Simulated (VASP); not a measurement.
Given:

```
ZrB2
1.0
    1.58500    -2.74530     0.00000
    1.58500     2.74530     0.00000
    0.00000     0.00000     3.53000
Zr B
1 2
Direct
  0.00000   0.00000   0.00000
  0.33333   0.66667   0.50000
  0.66667   0.33333   0.50000
```

These are PBE GGA, VASP's PBE PAW potentials (set 64) (plane waves; VASP) values and carry that method's errors. Run with 520 eV cut-off, 10×10×8 Γ-centred mesh, first-order Methfessel-Paxton smearing of 0.10 eV, potentials Zr_sv B.

Q: What does the run give for the energy per atom (σ→0), pressure, band gap (on the k-mesh) with the smallest direct gap where there is one?

A: 
```yaml
band gap (on the k-mesh): none (metal, semimetal or under 0.01 eV)
energy per atom (σ→0): -8.325 eV/atom
pressure: 1.14 GPa
```

The absolute energy has meaning only against runs of the same code, potentials and settings.

The compound is ZrB2 in the AlB2 type structure. The cell was not relaxed at this level.
